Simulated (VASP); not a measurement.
# CoC23 (a cell with a defect) in VASP: further runs

Runs on CoC23 (a cell with a defect). Level: PBEsol+U. Tasks: single point, relaxation of the atoms.

All numbers are computed with VASP 6.6.1; they aren't measurements. Logs are shortened: lines on timing, memory, paths and dates and some standing lists are left out, and cuts for length are marked.

**1. Starting point**

The cell holds a defect, 24 atoms: a = 7.566 Å, b = 5.044 Å, c = 5.044 Å, α = 60.00°, β = 60.00°, γ = 60.00°.

**2. Single point, PBEsol+U, collinear spin, ferromagnetic start**

INCAR reads:

```
SYSTEM = CoC23
PREC = Accurate ; ENCUT = 450
EDIFF = 1E-5 ; ISMEAR = 0
SIGMA = 0.03 ; LREAL = Auto
LASPH = .TRUE. ; NELM = 120
ALGO = Normal ; ISIF = 2
LWAVE = .FALSE. ; LCHARG = .FALSE.
ISPIN = 2 ; MAGMOM = 1 0 0 0 0 0 0 0 0 0 0 0 0 0 0 0 0 0 0 0 0 0 0 0
LORBIT = 11 ; NUPDOWN = 1
LMAXMIX = 4 ; LDAU = .TRUE.
LDAUTYPE = 2 ; LDAUL = 2 -1
LDAUU = 6 0 ; LDAUJ = 0 0
LDAUPRINT = 1 ; GGA = PS
NBANDS = 72 ; ISYM = 0
KPAR = 4
```

KPOINTS reads:

```
Automatic mesh
0
G
  3 4 4
  0 0 0
```

POSCAR reads:

```
CoC23                                   
1.0
    0.0000000000      5.3503200000      5.3503200000
    3.5668800000      0.0000000000      3.5668800000
    3.5668800000      3.5668800000      0.0000000000
  Co              C             
     1    23
Direct
     0.9983324907932565    0.0008668805022164    0.9976836596459712
     0.0009393379283153    0.9991166859729713    0.4962649425970048
     0.0009486416673892    0.4990705284221525    0.9963917883437972
     0.0010251057200016    0.4993562876872253    0.4964964277620974
     0.3338571370441947    0.0015523767317111    0.9989417318547115
     0.3386385622832975    0.9988098232821918    0.4897038082797182
     0.3386783114898459    0.4925112166993523    0.9960112183936440
     0.3330865140533815    0.5000525285321722    0.4974779614301031
     0.6680797438506496    0.9981919862584894    0.9954356231269985
     0.6617484392551822    0.0015963002176802    0.5020260667810995
     0.6617755987224023    0.5048192120534586    0.9988511416472495
     0.6678922875307317    0.4990057786046572    0.4963414657402317
     0.0938058313413729    0.1360516259934186    0.1333137871420144
     0.0958257624133339    0.1345008982472740    0.5827476977411632
     0.0959036041227929    0.5857778861116222    0.1315700479705288
     0.0848247796129922    0.6240651402706145    0.6213413024191135
     0.4254402855522293    0.1185730660177272    0.1157301308667261
     0.4136791897972215    0.1253445160816807    0.6267933178006823
     0.4137354827495483    0.6293276057246892    0.1227572250974908
     0.4183553073724433    0.6233447393613046    0.6205495436234926
     0.7176726162710478    0.1417426186056196    0.1389440289229677
     0.7511459928247689    0.1251757088315824    0.6210412417467974
     0.7511395222451591    0.6237799542201344    0.1224807621671123
     0.7491864553584587    0.6249916355700484    0.6222230788992771
```

Potentials or basis: VASP PAW PBE potentials, release 64 (Co, C).

The run is started by

```
cat potpaw_PBE.64/Co/POTCAR potpaw_PBE.64/C/POTCAR > POTCAR
mpirun -np 4 vasp_std > vasp.out
```

OUTCAR:

```text
SYSTEM = CoC23
   PREC = Accurate
   ENCUT = 450
   EDIFF = 1E-5
   ISMEAR = 0
   LREAL = Auto
   LASPH = .TRUE.
   NELM = 120
   ISIF = 2
   ISPIN = 2
   LORBIT = 11
   NUPDOWN = 1
   GGA = PS
   ISYM = 0

 ion  position               nearest neighbor table
   1  0.998  0.001  0.998-  13 1.71  14 1.71  15 1.71  21 1.73   9 2.51   3 2.52   2 2.52   4 2.52
                             4 2.52   2 2.52   3 2.52   5 2.54  11 2.54  10 2.55   6 2.57   7 2.57
   2  0.001  0.999  0.496-  13 1.50  14 1.51  22 1.54  16 1.54   1 2.52   1 2.52
   3  0.001  0.499  0.996-  13 1.50  15 1.51  23 1.54  16 1.54   1 2.52   1 2.52
   4  0.001  0.499  0.496-  14 1.51  15 1.51  16 1.55  24 1.56   1 2.52   1 2.52
   5  0.334  0.002  0.999-  13 1.49  17 1.53  18 1.53  19 1.53   1 2.54
   6  0.339  0.999  0.490-  14 1.51  17 1.54  20 1.55  18 1.55   1 2.57
   7  0.339  0.493  0.996-  15 1.50  17 1.54  20 1.55  19 1.55   1 2.57
   8  0.333  0.500  0.497-  16 1.53  20 1.54  18 1.54  19 1.54
   9  0.668  0.998  0.995-  17 1.50  21 1.50  22 1.54  23 1.54   1 2.51
  10  0.662  0.002  0.502-  21 1.50  18 1.53  24 1.55  22 1.55   1 2.55
  11  0.662  0.505  0.999-  21 1.50  19 1.53  24 1.55  23 1.55   1 2.54
  12  0.668  0.499  0.496-  24 1.54  22 1.54  23 1.54  20 1.54
  13  0.094  0.136  0.133-   5 1.49   2 1.50   3 1.50   1 1.71
  14  0.096  0.135  0.583-   6 1.51   2 1.51   4 1.51   1 1.71
  15  0.096  0.586  0.132-   7 1.50   3 1.51   4 1.51   1 1.71
  16  0.085  0.624  0.621-   8 1.53   3 1.54   2 1.54   4 1.55
  17  0.425  0.119  0.116-   9 1.50   5 1.53   7 1.54   6 1.54
  18  0.414  0.125  0.627-  10 1.53   5 1.53   8 1.54   6 1.55
  19  0.414  0.629  0.123-  11 1.53   5 1.53   8 1.54   7 1.55
  20  0.418  0.623  0.621-   8 1.54  12 1.54   7 1.55   6 1.55
  21  0.718  0.142  0.139-   9 1.50  11 1.50  10 1.50   1 1.73
  22  0.751  0.125  0.621-  12 1.54   9 1.54   2 1.54  10 1.55
  23  0.751  0.624  0.122-  12 1.54   9 1.54   3 1.54  11 1.55
  24  0.749  0.625  0.622-  12 1.54  10 1.55  11 1.55   4 1.56

IMPORTANT INFORMATION: All symmetrisations will be switched off!
NOSYMM: (Re-)initialisation of all symmetry stuff for point group C_1.

----------------------------------------------------------------------------------------

                                     Primitive cell

  volume of cell :     136.1403

  direct lattice vectors                    reciprocal lattice vectors
     0.000000000  5.350320000  5.350320000    -0.093452354  0.093452354  0.093452354
     3.566880000  0.000000000  3.566880000     0.140178531 -0.140178531  0.140178531
     3.566880000  3.566880000  0.000000000     0.140178531  0.140178531 -0.140178531

  length of vectors
     7.566495107  5.044330071  5.044330071     0.161864226  0.242796338  0.242796338

  position of ions in fractional coordinates (direct lattice)
     0.998332491  0.000866881  0.997683660
     0.000939338  0.999116686  0.496264943
[... 222 lines left out ...]
  ---------------------------------------------------
  ext. energy  EPLUGINS =         0.00000000
  ---------------------------------------------------
  free energy    TOTEN  =      -218.36478904 eV

  energy without entropy =     -218.36369505  energy(sigma->0) =     -218.36424204

 E-fermi :   9.7058     XC(G=0): -13.6216

 val. band max:       12.0252720819   @ k =   0.3333   0.5000   0.5000
 cond. band min:      12.0555992597   @ k =   0.3333  -0.2500   0.2500
 fundamental gap:      0.0303271778
 Fermi energy:        12.0439249290

 spin component 1

 k-point     1 :       0.0000    0.0000    0.0000
  band No.  band energies     occupation
      1     -11.4193      1.00000
      2      -8.5558      1.00000
      3      -8.2755      1.00000
      4      -5.9490      1.00000
      5      -5.8251      1.00000
      6      -5.8014      1.00000
[... 3113 lines left out ...]
     61      17.7568      0.00000
     62      18.0155      0.00000

 [... further k-points ...]

 [bands above 62 left out]

------------------------ aborting loop because EDIFF is reached ----------------------------------------

  FORCE on cell =-STRESS in cart. coord.  units (eV):
  Direction    XX          YY          ZZ          XY          YZ          ZX
  --------------------------------------------------------------------------------------
  -------------------------------------------------------------------------------------
  Total       15.7686682     14.7431710     14.7413663     -2.0070293      1.6868697     -2.0372410
  in kB      185.5747336    173.5060942    173.4848553    -23.6198717     19.8520500    -23.9754211
  external PRESSURE =     177.5218944 kB  Pullay stress =       0.0000000 kB

 VOLUME and BASIS-vectors are now :
 -----------------------------------------------------------------------------
  energy-cutoff  :      450.00
  volume of cell :      136.14
      direct lattice vectors                 reciprocal lattice vectors
     0.000000000  5.350320000  5.350320000    -0.093452354  0.093452354  0.093452354
     3.566880000  0.000000000  3.566880000     0.140178531 -0.140178531  0.140178531
     3.566880000  3.566880000  0.000000000     0.140178531  0.140178531 -0.140178531

 POSITION                                       TOTAL-FORCE (eV/Angst)
 -----------------------------------------------------------------------------------
      3.56171      8.90002      5.34449         0.002352      0.034682      0.012075
      5.33385      1.77514      3.56876         0.014114     -0.019532     -0.013383
      5.33413      3.55909      1.78520         0.010837     -0.008358     -0.017437
      3.55209      1.77643      1.78663         0.007463     -0.003691     -0.002329
      3.56864      5.34935      1.79178        -0.017741     -0.025774     -0.023158
      5.30935      3.55854      5.37446         0.023733      0.016503     -0.011344
[... 16 lines left out ...]
      2.66182      4.45571      6.24379         0.003657     -0.005581      0.001869
      4.44867      6.22778      6.23766         0.013937     -0.010329     -0.008170
 -----------------------------------------------------------------------------------
    total drift:                                0.001089      0.000348      0.001416

  FREE ENERGIE OF THE ION-ELECTRON SYSTEM (eV)
  ---------------------------------------------------
  free  energy   TOTEN  =      -218.3647890379 eV

  energy  without entropy=     -218.3636950473  energy(sigma->0) =     -218.36424204

 total charge

# of ion       s       p       d       tot
------------------------------------------
    1        0.778   0.818   8.289   9.884
    2        0.833   1.763   0.000   2.597
    3        0.833   1.763   0.000   2.596
    4        0.831   1.751   0.000   2.582
    5        0.836   1.778   0.000   2.615
    6        0.831   1.752   0.000   2.583
[... 16 lines left out ...]
   23        0.828   1.739   0.000   2.566
   24        0.826   1.729   0.000   2.555
--------------------------------------------------
tot         19.996  41.219   8.289  69.504

 magnetization (x)

# of ion       s       p       d       tot
------------------------------------------
    1        0.007   0.086   0.744   0.837
    2        0.001   0.001   0.000   0.002
    3        0.001   0.001   0.000   0.002
    4        0.001   0.001   0.000   0.002
    5        0.002   0.002   0.000   0.005
    6        0.001   0.002   0.000   0.003
[... 16 lines left out ...]
   23        0.001   0.004   0.000   0.005
   24        0.001   0.004   0.000   0.005
--------------------------------------------------
tot          0.029   0.080   0.744   0.853
```

It took 3.1 min on 4 MPI ranks of Intel Xeon 6975P-C (Granite Rapids), shared host; peak memory 0.47 GiB.

Results:

| Property | Result |
| --- | --- |
| Free energy | -218.3648 eV |
| Largest force | 0.206 eV/Å |
| Net moment | 1.00 μB per cell |
| Site moments | Co +0.84; C +0.00, +0.01, -0.00, -0.02, +0.02 μB |
| Valence electrons inside the program's atomic spheres | Co 9.88; C 2.60, 2.58, 2.62, 2.61, 2.65, 2.63, 2.57, 2.56 |

Forces on the atoms (eV/Å):
```
Co   0.002  0.035  0.012
C    0.014 -0.020 -0.013
C    0.011 -0.008 -0.017
C    0.007 -0.004 -0.002
C   -0.018 -0.026 -0.023
C    0.024  0.017 -0.011
C    0.022 -0.010  0.013
C    0.000 -0.007  0.001
C   -0.001  0.039  0.039
C   -0.020 -0.006  0.027
C   -0.025  0.028 -0.012
C   -0.005  0.000  0.011
C   -0.117 -0.116 -0.113
C    0.094  0.101 -0.099
C    0.106 -0.117  0.086
C   -0.003  0.005  0.005
C    0.008  0.002 -0.008
C   -0.012 -0.004  0.005
C   -0.001 -0.011  0.008
C    0.013 -0.001 -0.008
C   -0.120  0.122  0.114
C    0.002 -0.005 -0.010
C    0.004 -0.006  0.002
C    0.014 -0.010 -0.008
```

Eigenvalues of the final occupation matrices:
| site | spin | trace | eigenvalues |
| --- | --- | --- | --- |
| site 1 d | 1 | 4.55 | 0.86 0.87 0.90 0.96 0.96 |
| site 1 d | 2 | 3.81 | 0.60 0.64 0.65 0.96 0.96 |

Caveat: the k mesh is coarse (spacing up to 0.38 Å⁻¹), so the values aren't converged; the cutoff is under 1.25 times the usual one of these potentials, so pressure, stress and relaxed cells hold a basis-set (Pulay) error; the PAW data sets were made with another functional, which shifts forces and pressure a little; the total moment is fixed, so each spin has its own Fermi level; the U is typed as a test and isn't derived for this compound. The state reached can hang on the start; a lower one may exist.

**3. Single point, PBEsol+U, collinear spin, ferromagnetic start**

INCAR, as its differences from that of step 2:

```diff
@@ -11,3 +11,3 @@
 LDAUTYPE = 2 ; LDAUL = 2 -1
-LDAUU = 6 0 ; LDAUJ = 0 0
+LDAUU = 4 0 ; LDAUJ = 0 0
 LDAUPRINT = 1 ; GGA = PS
```

KPOINTS reads:

```
Automatic mesh
0
G
  3 5 5
  0 0 0
```

POSCAR is that of step 2.

Potentials or basis: VASP PAW PBE potentials, release 64 (Co, C).

The run is started by

```
cat potpaw_PBE.64/Co/POTCAR potpaw_PBE.64/C/POTCAR > POTCAR
mpirun -np 4 vasp_std > vasp.out
```

It took 4.2 min on 4 MPI ranks of Intel Xeon 6975P-C (Granite Rapids), shared host; peak memory 0.54 GiB.

The run converged. Its results:

- Free energy: -219.5962 eV
- Largest force: 0.150 eV/Å
- Net moment: 1.00 μB per cell
- Site moments: Co +0.72; C +0.00, +0.01, -0.00, -0.01, +0.04 μB
- Valence electrons inside the program's atomic spheres: Co 9.79; C 2.60, 2.58, 2.62, 2.61, 2.65, 2.63, 2.57, 2.56

Forces in eV/Å, atoms in the order of the input:
```
Co   0.077 -0.037 -0.062
C    0.029 -0.023 -0.029
C    0.026 -0.024 -0.021
C    0.006 -0.012 -0.010
C    0.004  0.000  0.003
C   -0.006 -0.001  0.022
C   -0.007  0.024 -0.004
C   -0.008 -0.003  0.005
C    0.009  0.008  0.008
C    0.002 -0.007  0.003
C   -0.004  0.003 -0.013
C   -0.008  0.000  0.011
C   -0.134  0.045  0.050
C   -0.026  0.091  0.034
C   -0.013  0.016  0.076
C   -0.006  0.013  0.013
C   -0.012  0.012  0.001
C    0.001  0.000 -0.003
C    0.012 -0.020  0.012
C    0.014 -0.004 -0.011
C    0.007 -0.051 -0.058
C    0.007 -0.002 -0.016
C    0.008 -0.012  0.004
C    0.022 -0.015 -0.012
```

Eigenvalues of the final occupation matrices:
```csv
site,spin,trace,eigenvalues
site 1 d,1,4.43,0.83 0.83 0.88 0.95 0.95
site 1 d,2,3.81,0.62 0.65 0.65 0.94 0.94
```

Caveat: the cutoff is under 1.25 times the usual one of these potentials, so pressure, stress and relaxed cells hold a basis-set (Pulay) error; the PAW data sets were made with another functional, which shifts forces and pressure a little; the total moment is fixed, so each spin has its own Fermi level; the U is typed as a test and isn't derived for this compound. The state reached can hang on the start; a lower one may exist.

**4. Single point, PBEsol+U, collinear spin, ferromagnetic start**

INCAR, as its differences from that of step 3:

```diff
@@ -7,4 +7,4 @@
 LWAVE = .FALSE. ; LCHARG = .FALSE.
-ISPIN = 2 ; MAGMOM = 1 0 0 0 0 0 0 0 0 0 0 0 0 0 0 0 0 0 0 0 0 0 0 0
-LORBIT = 11 ; NUPDOWN = 1
+ISPIN = 2 ; MAGMOM = 5 0 0 0 0 0 0 0 0 0 0 0 0 0 0 0 0 0 0 0 0 0 0 0
+LORBIT = 11 ; NUPDOWN = 5
 LMAXMIX = 4 ; LDAU = .TRUE.
```

KPOINTS reads:

```
Automatic mesh
0
G
  3 4 4
  0 0 0
```

POSCAR is that of step 3.

The run is started by

```
cat potpaw_PBE.64/Co/POTCAR potpaw_PBE.64/C/POTCAR > POTCAR
mpirun -np 4 vasp_std > vasp.out
```

It took 3.5 min on 4 MPI ranks of Intel Xeon 6975P-C (Granite Rapids), shared host; peak memory 0.46 GiB.

It converged, with:

```yaml
Free_energy: -215.1777 eV
Largest_force: 2.468 eV/Å
Net_moment: 5.00 μB per cell
Site_moments: Co +3.03; C +0.03, +0.02, +0.01, -0.00, +0.26, +0.09, +0.04, +0.21 μB
Valence_electrons_inside_the_program's_atomic_spheres: Co 9.52; C 2.59, 2.58, 2.61, 2.71, 2.69, 2.57, 2.68, 2.56
```

Forces in eV/Å, atoms in the order of the input:
```
Co   0.454 -0.620 -0.643
C   -0.013 -0.012  0.571
C   -0.016  0.573 -0.009
C   -0.573  0.020  0.024
C    0.124 -0.022 -0.019
C    0.084 -0.115 -0.067
C    0.083 -0.066 -0.118
C   -0.021  0.017  0.026
C    0.056 -0.186 -0.185
C    0.056 -0.019 -0.046
C    0.050 -0.046 -0.026
C    0.016 -0.026 -0.014
C    1.355  1.458  1.459
C   -1.478 -1.195  1.496
C   -1.466  1.481 -1.210
C    0.026 -0.025 -0.024
C   -0.086  0.026  0.015
C   -0.057  0.025 -0.003
C   -0.046 -0.019  0.037
C    0.026  0.031  0.024
C    1.373 -1.203 -1.212
C   -0.007 -0.015 -0.041
C   -0.006 -0.037 -0.009
C    0.065 -0.026 -0.023
```

Eigenvalues of the final occupation matrices:
| site | spin | trace | eigenvalues |
| --- | --- | --- | --- |
| site 1 d | 1 | 5.07 | 0.98 0.98 1.03 1.04 1.04 |
| site 1 d | 2 | 2.56 | 0.10 0.10 0.78 0.79 0.79 |

Caveat: the k mesh is coarse (spacing up to 0.38 Å⁻¹), so the values aren't converged; the cutoff is under 1.25 times the usual one of these potentials, so pressure, stress and relaxed cells hold a basis-set (Pulay) error; a pressure of tens of GPa on the cell as given is suspect, and the run, the potentials or the cell itself is likely at fault; the PAW data sets were made with another functional, which shifts forces and pressure a little; the total moment is fixed, so each spin has its own Fermi level; the U is typed as a test and isn't derived for this compound.

[end of part 1 of 2]
